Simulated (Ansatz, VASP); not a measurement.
## Ga3Mo in VASP and in Ansatz

```
Ga Mo
1.0
     3.96969    0.00000    0.00000
     0.00000    3.96969    0.00000
     0.00000    0.00000    3.96969
Ga Mo
3 1
Direct
  0.00000 0.50000 0.50000
  0.50000 0.00000 0.50000
  0.50000 0.50000 0.00000
  0.00000 0.00000 0.00000
```

Alike in both runs: functional PBE; k mesh 4 × 4 × 4; occupations gaussian, width 0.1 eV; no spin polarisation.

Ansatz relaxed the structure, and its values are those at the end. VASP's run is a single point on that final structure, the one shown.

|  | VASP | Ansatz |
| --- | --- | --- |
| version | VASP 6.6.1 | Ansatz 0.2.0 |
| potentials or method | VASP PAW PBE potentials, release 64 (Ga_d, Mo_sv) | scalar-relativistic, plane waves, PAW |
| plane-wave cutoff (eV) | 520 | 420 |
| valence electrons in the cell | 53 | 53 |

|  | VASP | Ansatz | Ansatz less VASP |
| --- | --- | --- | --- |
| gap on the k mesh at the Fermi level (eV) | none | none | - |
| pressure (GPa) | 0.3 | 0.0 | -0.31 |

A gap of «none» marks a metal or a gap that the smearing closes. With one functional, cell and mesh, what is left measures potentials, basis and numerics.

Caveats: the k mesh is coarse (spacing up to 0.40 Å⁻¹), so the values aren't converged.
